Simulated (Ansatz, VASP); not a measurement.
# Two plane-wave programs on Al7C

Contents of INCAR:

```
ALGO = Normal
EDIFF = 1E-7
EDIFFG = -0.04
ENCUT = 600
GGA = PE
IBRION = 2
ISIF = 3
ISMEAR = 0
LASPH = True
LCHARG = False
LREAL = False
LWAVE = False
NELM = 60
NSW = 90
PREC = Accurate
SIGMA = 0.1
```

KPOINTS

```
k-points
0
Gamma
  4 4 4
```

Contents of POSCAR:

```
Al7C
1.0
    0.0000000000      3.8598109200      3.8598109200
    3.8598109200      0.0000000000      3.8598109200
    3.8598109200      3.8598109200      0.0000000000
Al C
7 1
Direct
    0.5000000000      0.5000000000      0.5000000000
    0.5000000000      0.0000000000      0.0000000000
    0.5000000000      0.0000000000      0.5000000000
    0.0000000000      0.5000000000      0.5000000000
    0.0000000000      0.5000000000      0.0000000000
    0.5000000000      0.5000000000      0.0000000000
    0.0000000000      0.0000000000      0.5000000000
    0.0000000000      0.0000000000      0.0000000000
```

Input for Ansatz:

```yaml
crystal:
  lattice:
    - [0.0, 3.85981092, 3.85981092]
    - [3.85981092, 0.0, 3.85981092]
    - [3.85981092, 3.85981092, 0.0]
  atoms:
    - { symbol: Al, position: [0.5, 0.5, 0.5] }
    - { symbol: Al, position: [0.5, 0.0, 0.0] }
    - { symbol: Al, position: [0.5, 0.0, 0.5] }
    - { symbol: Al, position: [0.0, 0.5, 0.5] }
    - { symbol: Al, position: [0.0, 0.5, 0.0] }
    - { symbol: Al, position: [0.5, 0.5, 0.0] }
    - { symbol: Al, position: [0.0, 0.0, 0.5] }
    - { symbol: C, position: [0.0, 0.0, 0.0] }
basis:
  ecutwfc: 420
kpoints:
  mp_grid: { grid: [4, 4, 4] }
hamiltonian:
  xc: pbe
scf:
  occupations: { method: gaussian, width: 0.1 }
  lower_state_search: "off"
output:
  forces: true
  stress: true
  eigenvalues: true
relax:
  adjacent_minimum: "off"
  f_tol: 0.04
  max_steps: 70
  cell: { stress_tol: 0.4 }
```

Change from the starting cell: species swapped into the CuPt7 type (Fm-3m, No. 225).

Alike in both runs: task relaxation of cell and atoms; functional PBE; k mesh 4 × 4 × 4; occupations gaussian, width 0.1 eV; no spin polarisation.

|  | VASP | Ansatz |
| --- | --- | --- |
| version | VASP 6.6.1 | Ansatz 0.2.0 |
| potentials or method | VASP PAW PBE potentials, release 64 (Al, C) | scalar-relativistic, plane waves, PAW |
| plane-wave cutoff (eV) | 600 | 420 |
| valence electrons in the cell | 25 | 25 |

VASP gave:

- gap on the k mesh at the Fermi level, each at its own relaxed structure (eV): none
- relaxed volume (Å³/atom): 15.20
- relaxed cell length with the largest relative difference (Å): 5.560
- energy change over the relaxation (meV/atom): -13

Q: Estimate Ansatz's values.

A: gap on the k mesh at the Fermi level, each at its own relaxed structure (eV): none; relaxed volume (Å³/atom): 15.20; relaxed cell length with the largest relative difference (Å): 5.561; energy change over the relaxation (meV/atom): -14.

A gap of «none» marks a metal or a gap that the smearing closes.
